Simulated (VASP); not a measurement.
# GW on CsSnI3

Aim: the quasiparticle gap of CsSnI3, and what it costs to get it. The cell has space group Pm-3m, a computed entry that need not be the common form of this compound. The start is a computed cell from the Materials Project.

Method: PBE; plane waves and PAW (Cs_sv, I, Sn_d), in the first sound run; inputs show where later runs differ, in VASP 6.6.1.

Report form: the programs' logs are mostly left out.

**1. Starting point**

Symmetry: Pm-3m, No. 221, cubic system. The conventional cell has a = 6.286 Å, b = 6.286 Å, c = 6.286 Å, α = 90.00°, β = 90.00°, γ = 90.00°. Nearest to Cs lie 12 I at 4.45 Å. Nearest to I lie 2 Sn at 3.14 Å and 4 Cs at 4.45 Å. Nearest to Sn lie 6 I at 3.14 Å. Farther neighbours and most contacts between anions are not listed.

As a file:

```
Cs I Sn
1.0
     6.28623    0.00000    0.00000
     0.00000    6.28623    0.00000
     0.00000    0.00000    6.28623
Cs I Sn
1 3 1
Direct
  0.50000 0.50000 0.50000
  0.50000 0.00000 0.00000
  0.00000 0.00000 0.50000
  0.00000 0.50000 0.00000
  0.00000 0.00000 0.00000
```

**2. Relaxation**

The atoms are relaxed first inside the given cell, which is kept (ISIF = 2), since band edges depend on the positions.

File INCAR:

```
SYSTEM = CsSnI3
PREC = Accurate
ENCUT = 400
EDIFF = 1E-06
NELM = 100
ISMEAR = 0
SIGMA = 0.05
LREAL = .FALSE.
ALGO = Normal
GGA = PE
NBANDS = 28
LWAVE = .FALSE.
LCHARG = .FALSE.
KPAR = 8
IBRION = 2
NSW = 60
ISIF = 2
EDIFFG = -0.01
```

File POSCAR:

```
CsSnI3
1.0
    6.2862280000      0.0000000000      0.0000000000
    0.0000000000      6.2862280000      0.0000000000
    0.0000000000      0.0000000000      6.2862280000
Cs I Sn
1 3 1
Direct
    0.5000000000      0.5000000000      0.5000000000
    0.5000000000      0.0000000000      0.0000000000
    0.0000000000      0.0000000000      0.5000000000
    0.0000000000      0.5000000000      0.0000000000
    0.0000000000      0.0000000000      0.0000000000
```

File KPOINTS:

```
Automatic mesh
0
Gamma
4 4 4
0 0 0
```

PAW data sets: Cs_sv, I and Sn_d (PBE family, release 64).

On the command line:

```
mpirun -np 8 vasp_std
```

Elapsed: 14 s, on 8 MPI ranks of AMD EPYC 7R43, shared host; peak memory 2.2 GiB; 1.8 min of CPU time.

The run keeps the 48 symmetry operations of its start, so it cannot find a distortion of lower symmetry.

The forces vanish from the start, and no atom moves.

Numbers from this step:

| Item | Value |
| --- | --- |
| free energy (TOTEN) | -13.97 eV |
| Fermi energy | 2.656 eV |
| pressure | 0.1219 GPa |

The forces stay under 1e-4 eV/Å.

**3. Ground state**

This step: PBE; plane waves and PAW (Cs_sv_GW, I_GW, Sn_d_GW) (VASP 6.6.1).

The orbitals come from a self-consistent PBE run with a tight EDIFF and a narrow smearing. KPOINTS_OPT adds the bands along a path, which shows whether the mesh holds the band edges.

File INCAR:

```
SYSTEM = CsSnI3
PREC = Accurate
ENCUT = 300
EDIFF = 1E-08
NELM = 100
ISMEAR = 0
SIGMA = 0.01
LREAL = .FALSE.
ALGO = Normal
GGA = PE
NBANDS = 28
LORBIT = 11
LWAVE = .TRUE.
LCHARG = .FALSE.
KPAR = 8
```

POSCAR is that of step 2.

KPOINTS is that of step 2.

File KPOINTS_OPT:

```
Line mode
12
Line-mode
Reciprocal
  0.00000000   0.00000000   0.00000000 GAMMA
  0.00000000   0.50000000   0.00000000 X

  0.00000000   0.50000000   0.00000000 X
  0.50000000   0.50000000   0.00000000 M

  0.50000000   0.50000000   0.00000000 M
  0.00000000   0.00000000   0.00000000 GAMMA

  0.00000000   0.00000000   0.00000000 GAMMA
  0.50000000   0.50000000   0.50000000 R

  0.50000000   0.50000000   0.50000000 R
  0.00000000   0.50000000   0.00000000 X

  0.50000000   0.50000000   0.00000000 M
  0.50000000   0.50000000   0.50000000 R
```

PAW data sets: Cs_sv_GW, I_GW and Sn_d_GW (PBE family, release 64).

On the command line:

```
mpirun -np 8 vasp_std
```

Elapsed: 46 s, on 8 MPI ranks; peak memory 2.1 GiB.

This step gave:

- free energy (TOTEN): -15.64 eV
- Fermi energy: 2.520 eV
- pressure: -0.01730 GPa
- least gap on mesh and path: 0.4704 eV
- least direct gap on mesh and path: 0.4704 eV

The highest empty bands on the path are converged less tightly, to about 0.1 eV. Electronic bands along the path, in eV, zero at the valence-band top; v1 is the highest filled band, c1 the lowest empty one:

```csv
point,v4,v3,v2,v1,c1,c2,c3,c4
Γ,-2.09,-1.95,-1.95,-1.95,2.36,3.36,3.36,3.70
0.45 of the way,-2.15,-2.01,-2.01,-1.97,2.83,3.12,3.63,3.75
X,-2.23,-2.06,-2.06,-1.44,1.21,3.84,4.08,4.30
0.45 of the way,-2.19,-2.11,-1.84,-1.32,1.09,2.88,4.07,4.08
M,-2.37,-2.30,-1.55,-0.71,0.90,0.90,3.98,4.37
0.55 of the way,-2.11,-2.08,-1.95,-1.85,2.92,3.03,3.25,3.88
Γ,-2.09,-1.95,-1.95,-1.95,2.36,3.36,3.36,3.70
0.45 of the way,-2.10,-1.87,-1.86,-1.86,2.79,2.79,2.96,3.48
R,-1.53,-1.53,-1.53,0.00,0.47,0.47,0.47,3.20
0.55 of the way,-1.99,-1.88,-1.77,-1.25,0.95,2.66,2.83,3.84
X,-2.23,-2.06,-2.06,-1.44,1.21,3.84,4.08,4.34
jump to M,-2.37,-2.30,-1.55,-0.71,0.90,0.90,3.98,4.37
0.45 of the way,-1.90,-1.90,-1.54,-0.63,0.73,0.73,2.62,3.72
R,-1.53,-1.53,-1.53,0.00,0.47,0.47,0.47,3.20
```

Of the projections kept (Cs, I, Sn), the largest for each band there; the rest of the weight can lie on other orbitals:

```csv
point,v4,v3,v2,v1,c1,c2,c3,c4
Γ,I 1.00,I 0.97,I 0.97,I 0.97,Cs 0.66,Cs 0.74,Cs 0.74,Cs 0.57
X,I 0.99,I 0.98,I 0.98,I 0.74,Sn 0.77,Cs 0.54,I 0.60,Sn 0.51
M,I 0.99,I 0.95,I 1.00,I 0.63,Sn 0.76,Sn 0.76,I 0.54,Cs 0.81
Γ,I 1.00,I 0.97,I 0.97,I 0.97,Cs 0.66,Cs 0.74,Cs 0.74,Cs 0.57
R,I 1.00,I 1.00,I 1.00,I 0.56,Sn 0.80,Sn 0.80,Sn 0.80,Cs 0.83
X,I 0.99,I 0.98,I 0.98,I 0.74,Sn 0.77,Cs 0.54,I 0.60,Sn 0.48
```

The cell has a gap of 0.470 eV on mesh and path. Spin-orbit coupling is left out, which can shift or reorder these edges.

**4. Empty bands**

The next step needs empty bands that the ground-state run didn't converge, so the Hamiltonian is diagonalised exactly for NBANDS bands, in a single step. LOPTICS writes the k-derivatives of the orbitals (WAVEDER), which give the long-wavelength limit of the screening.

File INCAR:

```
SYSTEM = CsSnI3
PREC = Accurate
ENCUT = 300
ISMEAR = 0
SIGMA = 0.01
LREAL = .FALSE.
GGA = PE
NBANDS = 568
ALGO = Exact
NELM = 1
LWAVE = .TRUE.
LCHARG = .FALSE.
LOPTICS = .TRUE.
NEDOS = 1000
CSHIFT = 0.1
```

POSCAR is that of step 3.

KPOINTS is that of step 3.

On the command line:

```
mpirun -np 8 vasp_std
```

Elapsed: 87 s, on 8 MPI ranks; peak memory 3.6 GiB; 11 min of CPU time.

The gap is read on the k-mesh alone, so it is an upper bound where the band edges lie off the mesh.

This step gave:

- gap on the k-mesh: 0.4704 eV
- least direct gap on the k-mesh: 0.4704 eV

WAVECAR now holds 568 bands for 44 electrons. Its independent-particle dielectric tensor has xx, yy, zz = 29.1, 29.1, 29.1 on this mesh, which isn't tested for convergence in mesh or bands and lacks local fields.

**5. evGW0**

This step: evGW0 on PBE; plane waves and PAW (Cs_sv_GW, I_GW, Sn_d_GW) (VASP 6.6.1).

The lowest NBANDSGW levels in G are updated for four passes while W stays fixed, so the result depends less on the starting levels.

File INCAR:

```
SYSTEM = CsSnI3
PREC = Accurate
ENCUT = 300
ISMEAR = 0
SIGMA = 0.01
LREAL = .FALSE.
GGA = PE
NBANDS = 568
ALGO = EVGW0
NELMGW = 4
ENCUTGW = 100
NOMEGA = 48
PRECFOCK = Fast
NBANDSGW = 32
LWAVE = .FALSE.
LCHARG = .FALSE.
```

POSCAR is that of step 4.

KPOINTS is that of step 4.

On the command line:

```
mpirun -np 8 vasp_std
```

Elapsed: 71 min, on 8 MPI ranks; peak memory 6.7 GiB.

This step gave:

```yaml
quasiparticle_gap_on_the_mesh: 1.133 eV
smallest_direct_quasiparticle_gap_on_the_mesh: 1.133 eV
gap_of_the_starting_orbitals_on_the_mesh: 0.4704 eV
```

QP gap by iteration, by row:

```csv
iteration,gap (eV),direct gap (eV)
1,1.028,1.028
2,1.116,1.116
3,1.131,1.131
4,1.133,1.133
```

GW takes the gap from 0.470 to 1.133 eV. Spin-orbit coupling is left out. The value holds for 568 bands, ENCUTGW = 100 eV and this mesh, and isn't shown to be converged in them. VASP warns that the automatic setting of its frequency mesh failed and advises more k points, so the value is in doubt.

**6. evGW**

This step: evGW on PBE; plane waves and PAW (Cs_sv_GW, I_GW, Sn_d_GW) (VASP 6.6.1).

The levels are updated in both G and W; wider gaps weaken the screening and open the gap further.

Changes to INCAR since step 5:

```diff
@@ -8,3 +8,3 @@
 NBANDS = 568
-ALGO = EVGW0
+ALGO = EVGW
 NELMGW = 4
```

POSCAR is that of step 5.

KPOINTS is that of step 5.

On the command line:

```
mpirun -np 8 vasp_std
```

It took 85 min on 8 MPI ranks; peak memory 6.7 GiB.

Numbers from this step:

```yaml
quasiparticle_gap_on_the_mesh: 1.242 eV
smallest_direct_quasiparticle_gap_on_the_mesh: 1.242 eV
```

QP gap by iteration, by row:

```csv
iteration,gap (eV),direct gap (eV)
1,1.028,1.028
2,1.178,1.178
3,1.227,1.227
4,1.242,1.242
```

GW takes the gap from 0.470 to 1.242 eV. That is +109 meV against evGW0 on PBE. The last pass still moved it by +15 meV. Spin-orbit coupling is left out. The value holds for 568 bands, ENCUTGW = 100 eV and this mesh, and isn't shown to be converged in them. VASP warns that the automatic setting of its frequency mesh failed and advises more k points, so the value is in doubt.

**7. Orbitals for another starting point**

This step: PBE; plane waves and PAW (Cs_sv_GW, I_GW, Sn_d_GW) (VASP 6.6.1).

A hybrid converges faster from good orbitals, so a cheap PBE run writes WAVECAR first.

File INCAR:

```
SYSTEM = CsSnI3
PREC = Accurate
ENCUT = 300
EDIFF = 1E-05
NELM = 100
ISMEAR = 0
SIGMA = 0.01
LREAL = .FALSE.
ALGO = Normal
GGA = PE
NBANDS = 28
LORBIT = 11
LWAVE = .TRUE.
LCHARG = .FALSE.
KPAR = 8
```

POSCAR is that of step 6.

KPOINTS is that of step 6.

On the command line:

```
mpirun -np 8 vasp_std
```

It took 11 s on 8 MPI ranks; peak memory 1.7 GiB; 68 s of CPU time.

This step gave:

```yaml
fermi_energy: 2.457 eV
pressure: -0.04176 GPa
gap_on_the_k_mesh: 0.4707 eV
least_direct_gap_on_the_k_mesh: 0.4707 eV
```

The run ends at a pressure of -0.04 GPa.

**8. Another starting point**

This step: HSE06; plane waves and PAW (Cs_sv_GW, I_GW, Sn_d_GW) (VASP 6.6.1).

To see how much the result owes to its start, the ground state is made again with HSE06. A small SIGMA keeps every occupation at zero or full.

File INCAR:

```
SYSTEM = CsSnI3
PREC = Accurate
ENCUT = 300
EDIFF = 1E-08
NELM = 100
ISMEAR = 0
SIGMA = 0.01
LREAL = .FALSE.
ALGO = Normal
LHFCALC = .TRUE.
AEXX = 0.25
GGA = PE
HFSCREEN = 0.2
LASPH = .TRUE.
NBANDS = 28
PRECFOCK = Fast
LORBIT = 11
LWAVE = .TRUE.
LCHARG = .FALSE.
KPAR = 8
```

POSCAR is that of step 7.

KPOINTS is that of step 7.

The WAVECAR or CHGCAR of an earlier step is read.

On the command line:

```
mpirun -np 8 vasp_std
```

Elapsed: 2.9 min, on 8 MPI ranks.

The run was stopped at its time limit, by a STOPCAR file.

More ranks or a longer limit would be the way on.

**9. Summary**

This step: GW series: evGW0 on PBE, evGW on PBE; plane waves and PAW (VASP 6.6.1).

Derived from the runs above.

Cost is wall time times ranks on a shared host, with the step that makes the empty bands. GW runs:

```csv
level,bands,ENCUTGW (eV),NOMEGA,k mesh,starting gap (eV),quasiparticle gap (eV),direct gap (eV),cost (core minutes)
evGW0 on PBE,568,100,48,4x4x4,0.4704,1.133,1.133,581.5
evGW on PBE,568,100,48,4x4x4,0.4704,1.242,1.242,689.6
```

**10. Summary of results**

| Quantity | Value |
| --- | --- |
| evGW0 on PBE, 568 bands, ENCUTGW 100 eV, NOMEGA 48, mesh 4×4×4 | 0.470 → 1.133 eV |
| evGW on PBE, 568 bands, ENCUTGW 100 eV, NOMEGA 48, mesh 4×4×4 | 0.470 → 1.242 eV |

In words: evGW0 gives a quasiparticle gap of 1.133 eV on the mesh, 0.66 eV over the PBE gap on the same mesh. On mesh and path the starting valence top lies at (0.5, 0.5, 0.5) and the conduction bottom at (0.5, 0.5, 0.5), so the starting gap is direct. Both points lie on the GW mesh. Over the final values of the levels run here the gap spans 1.13 to 1.24 eV. In evGW0 the first pass, which is the one-shot result, gives 1.028 eV and pass 4 gives 1.133 eV; the last pass changed the gap by +3 meV, so the loop is converged. In evGW the first pass, which is the one-shot result, gives 1.028 eV and pass 4 gives 1.242 eV; the last pass changed the gap by +15 meV, so more passes would move it further. Bands, response cutoff and mesh weren't tested for convergence. The another starting point run ended without a result (timeout). The orbitals give an independent-particle dielectric component as large as 29 on this mesh, so the screening is unlikely to be converged. In Sn_d_GW the d shell is in the valence without all the semicore s and p states of the same shell; those stay frozen in the core, and how far that moves the GW gap wasn't tested here. Spin-orbit coupling is left out; with Cs, I and Sn in the cell it can split or shift band edges, by an amount that depends on which atoms form them and isn't tested here. VASP warned that the automatic setting of its frequency mesh failed, and advised more k points, in all GW runs. Those values are in doubt. Not tabulated here, as repeats of values shown or as unfit to read for their mesh, reference level or band range: gaps (relaxation); eps2 curves (empty bands); eps1 curves and static values (empty bands).

[Lines on the potential files, build, host, timing and source positions are cut from VASP's logs without a mark.]

[Logs are printed without paths, hosts, clocks, repeated set-up lines and the standing remarks that a program may print on its own settings, such as how far it seeks lower states.]

[Hosts, paths, dates, database ids (printed as entryN), source tags and the programs' standing remarks are cut or masked in the printed files.]

[Pressures printed for these runs are not shown converged in the cutoff: they can be off by several GPa and have the wrong sign.]
